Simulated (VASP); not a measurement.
Input of a VASP 6.6.1 run:

The input INCAR:

```
SYSTEM = HfIn4SiO6
  ALGO = Fast
  EDIFF = 1E-6
  ENCUT = 520
  GGA = PE
  ISIF = 2
  ISMEAR = -1
  KPAR = 4
  LASPH = .True.
  LCHARG = .True.
  LREAL = .False.
  LVHAR = .True.
  LWAVE = .False.
  NELM = 100
  PREC = Accurate
  SIGMA = 0.05
```

KPOINTS

```
k-points
0
Gamma
  6 6 3
  0 0 0
```

File POSCAR:

```
HfIn4SiO6
1.0
    5.3316200000      0.0159300000     -0.0483700000
   -2.5793300000      4.8819800000     -0.0191400000
   -1.5181300000     -1.2221600000      9.4552500000
Hf In Si O
1 4 1 6
Direct
    0.2380200000      0.0692800000      0.4027900000
    0.1454700000      0.5747100000      0.8703800000
    0.5244500000      0.7222000000      0.3488100000
    0.5731300000      0.3131600000      0.1209600000
    0.8825000000      0.3853100000      0.5641500000
    0.8811200000      0.9477000000      0.0377300000
    0.2644200000      0.4061300000      0.4886800000
    0.9571300000      0.7888600000      0.4878800000
    0.8398900000      0.6393800000      0.9858400000
    0.9905500000      0.0027000000      0.2137000000
    0.1366500000      0.2037300000      0.9786400000
    0.5666700000      0.9468400000      0.0004400000
```

Potentials or basis: VASP PAW PBE potentials, release 64 (Hf_pv, In_d, Si, O).

The run is started by

```console
$ cat potpaw_PBE.64/Hf_pv/POTCAR potpaw_PBE.64/In_d/POTCAR potpaw_PBE.64/Si/POTCAR potpaw_PBE.64/O/POTCAR > POTCAR
$ mpirun -np 4 vasp_std > vasp.out
```

(1) Estimate the largest force.

(2) What does it give for the band gap on the k mesh?

(3) Estimate the pressure.

## Answers

(1) 0.157 eV/Å.

(2) 1.10 eV, indirect (least direct gap 1.24 eV).

(3) -0.1 GPa.

Caveat: spin-orbit coupling is left out, which moves the levels of the heavy elements; an odd mesh through Γ misses points on the zone boundary, where band edges often lie.
